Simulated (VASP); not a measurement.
Here is a VASP 6.6.1 calculation.

File INCAR:

```
PREC = Accurate
ENCUT = 520
EDIFF = 1E-6
ISMEAR = -1
SIGMA = 0.05
LREAL = F
LASPH = T
NELM = 80
ALGO = Normal
ISIF = 2
LWAVE = F
LCHARG = F
LDIPOL = T
IDIPOL = 3
DIPOL = 0.5 0.5 0.294
GGA = PE
IBRION = 2
NSW = 60
EDIFFG = -0.02
```

Contents of KPOINTS:

```
Automatic mesh
0
Gamma
  9 7 1
```

File POSCAR:

```
AgF
1.0
    3.1221000000      0.0000000000      0.0000000000
    0.0000000000      4.1428800000      0.0000000000
    0.0000000000      0.0000000000     23.8000000000
Ag F
1 1
Selective dynamics
Direct
    0.0000000000      0.5000000000      0.2941200000  F F F
    0.0000000000      0.0000000000      0.2941200000  T T T
```

Potentials or basis: VASP PAW PBE potentials, release 64 (Ag, F).

The run is started by

```console
$ cat potpaw_PBE.64/Ag/POTCAR potpaw_PBE.64/F/POTCAR > POTCAR
$ mpirun -np 1 vasp_std > vasp.out
```

Predict the band gap on the k mesh.

1.10 eV, indirect (least direct gap 3.20 eV).

Final structure:
```xyz
2
Lattice="3.1221 0.0000 0.0000 0.0000 4.1429 0.0000 0.0000 0.0000 23.8000" Properties=species:S:1:pos:R:3 pbc="T T T"
Ag    0.0000    2.0714    7.0001
F     0.0000    0.0000    7.0001
```

Caveat: the relaxation stopped at its first step, so nothing moved. A hybrid or GW would open this gap; PBE tends to underestimate it.
